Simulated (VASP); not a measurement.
Consider the following.

```
CELL_PARAMETERS angstrom
      0.00000     2.34070     2.34070
      2.34070     0.00000     2.34070
      2.34070     2.34070     0.00000
ATOMIC_POSITIONS crystal
  Zr 0.00000 0.00000 0.00000
  C  0.50000 0.50000 0.50000
```

The numbers are results of PBE GGA with D3 dispersion (zero damping), VASP's PBE PAW potentials (set 64) (plane waves; VASP), not measurements. Numerical set-up: 520 eV cut-off, 15×15×15 Γ-centred mesh, tetrahedra with Blöchl corrections, potentials Zr_sv C.

Task: Tabulate the total density of states (states/eV per cell) against energy (eV; zero at the valence-band maximum or, without a gap, the Fermi level).

Result: 
```
E (eV) | DOS (states/eV)
    -9.98 | ######## 0.97
    -9.38 | ############## 1.62
    -8.90 | ####### 0.80
    -8.30 |  0.05
    -7.70 |  0.00
    -7.22 |  0.00
    -6.62 |  0.00
    -6.02 |  0.00
    -5.54 |  0.00
    -4.94 | ## 0.24
    -4.34 | ###### 0.69
    -3.86 | ######## 0.98
    -3.26 | ####### 0.83
    -2.66 | ##################### 2.46
    -2.18 | ############################## 3.55
    -1.58 | ######### 1.12
    -0.98 | ##### 0.64
    -0.50 | ### 0.41
     0.10 | ### 0.30
     0.70 | ### 0.40
     1.18 | ##### 0.57
     1.78 | ###### 0.66
     2.38 | ####### 0.78
     2.86 | ######### 1.01
     3.46 | ######## 0.99
```
Within 2 eV below the Fermi level the largest weight inside VASP's projection spheres is Zr d, then C p.

The compound is ZrC in the rock salt structure. It was relaxed first.
